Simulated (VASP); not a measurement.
An input for Quantum ESPRESSO's pw.x (written as the equivalent of a VASP run, and not itself run):

```
&CONTROL
  calculation = 'scf'
  pseudo_dir = './pseudo'
  outdir = './out'
  tprnfor = .true.
  tstress = .true.
/
&SYSTEM
  ibrav = 0
  nat = 2
  ntyp = 2
  ecutwfc = 96
  occupations = 'smearing'
  smearing = 'methfessel-paxton'
  degauss = 0.00735
  input_dft = 'pbe'
/
&ELECTRONS
  conv_thr = 7.3e-09
  electron_maxstep = 100
/
ATOMIC_SPECIES
  Ti 47.867 Ti.upf
  Co 58.933 Co.upf
CELL_PARAMETERS angstrom
     2.9696403    0.0000000    0.0000000
     0.0000000    2.9696403    0.0000000
     0.0000000    0.0000000    2.9696403
ATOMIC_POSITIONS crystal
  Ti   0.0000000  0.0000000  0.0000000
  Co   0.5000000  0.5000000  0.5000000
K_POINTS automatic
  12 12 12 0 0 0
```

Question: Translate this input to VASP (INCAR, KPOINTS, POSCAR, choice of POTCAR).

Answer: Several could match; the one computed here: 
File POSCAR:
```
TiCo
5.9392810
  0.4999999588   0.0000000000   0.0000000000
  0.0000000000   0.4999999588   0.0000000000
  0.0000000000   0.0000000000   0.4999999588
Ti Co
1 1
Cartesian
  0.0000000000   0.0000000000   0.0000000000
  0.2499999794   0.2499999794   0.2499999794
```

### KPOINTS
```
kpoints
0
Gamma
12 12 12
```

INCAR:
```
SYSTEM = TiCo
PREC = Accurate; ENCUT = 520; LREAL = .FALSE.
LASPH = .TRUE.
EDIFF = 1E-7; NELM = 100; ALGO = Normal
LMAXMIX = 4
ISMEAR = 1; SIGMA = 0.1
GGA = PE
ISIF = 2
LWAVE = .FALSE.; LCHARG = .FALSE.
```

POTCAR, in this order: Ti_sv Co (PBE.64 set). Program: vasp_std.

The two are equivalent in intent, not identical: the potentials are each code's own (VASP's PAW set, PseudoDojo norm-conserving files in pw.x), so ENCUT and ecutwfc are chosen apart and not converted; conv_thr bounds pw.x's estimated SCF error, while EDIFF bounds the energy change between steps.

The compound is TiCo in the CsCl type structure. It was relaxed first.
